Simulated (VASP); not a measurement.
Wanted: the native input for a VASP 6.6.1 run.

- Task: single point
- Functional: LDA
- Potentials or basis: VASP PAW LDA potentials, release 64 (K_sv, Y_sv, In_d, F)
- Cutoff: 520 eV
- k mesh: 3 × 3 × 3
- Occupations: gaussian, width 0.01 eV
- Spin: no spin polarisation
- Dipole correction: no
- Further INCAR settings: ALGO = Fast; EDIFF = 1e-06; NBANDS = 53

The structure of K2YInF6 lies in POSCAR:

```
K2YInF6
1.0
    0.0000000000      4.7747200000      4.7747200000
    4.7747200000      0.0000000000      4.7747200000
    4.7747200000      4.7747200000      0.0000000000
K Y In F
2 1 1 6
Direct
    0.7500000000      0.7500000000      0.7500000000
    0.2500000000      0.2500000000      0.2500000000
    0.0000000000      0.0000000000      0.0000000000
    0.5000000000      0.5000000000      0.5000000000
    0.7714100000      0.2285900000      0.2285900000
    0.2285900000      0.2285900000      0.7714100000
    0.2285900000      0.7714100000      0.7714100000
    0.2285900000      0.7714100000      0.2285900000
    0.7714100000      0.2285900000      0.7714100000
    0.7714100000      0.7714100000      0.2285900000
```

The cell comes from a database or a generator and needn't be the stable form of this composition.

One way to write it, as run:

INCAR

```
PREC = Accurate ; ENCUT = 520
EDIFF = 1E-6 ; ISMEAR = 0
SIGMA = 0.01 ; LREAL = F
LASPH = T ; NELM = 100
ALGO = Fast ; ISIF = 2
LWAVE = F ; LCHARG = T
LELF = T ; LVHAR = T
NBANDS = 53
```

KPOINTS

```
Automatic mesh
0
Gamma
  3 3 3
```

Potentials or basis: VASP PAW LDA potentials, release 64 (K_sv, Y_sv, In_d, F).

The run is started by

```console
$ cat potpaw_LDA.64/K_sv/POTCAR potpaw_LDA.64/Y_sv/POTCAR potpaw_LDA.64/In_d/POTCAR potpaw_LDA.64/F/POTCAR > POTCAR
$ mpirun -np 1 vasp_std > vasp.out
```

Results of the run:

```json
{"Pressure": "-4.3 GPa", "Largest force": "0.329 eV/Å", "Band gap on the k mesh": "3.37 eV, direct"}
```

Caveat: spin-orbit coupling is left out, which moves the levels of the heavy elements; an odd mesh through Γ misses points on the zone boundary, where band edges often lie.

Wall time 3.4 min on 1 thread of AMD EPYC 7R13 Processor (Zen 3), on a shared host, peak memory 0.27 GiB.
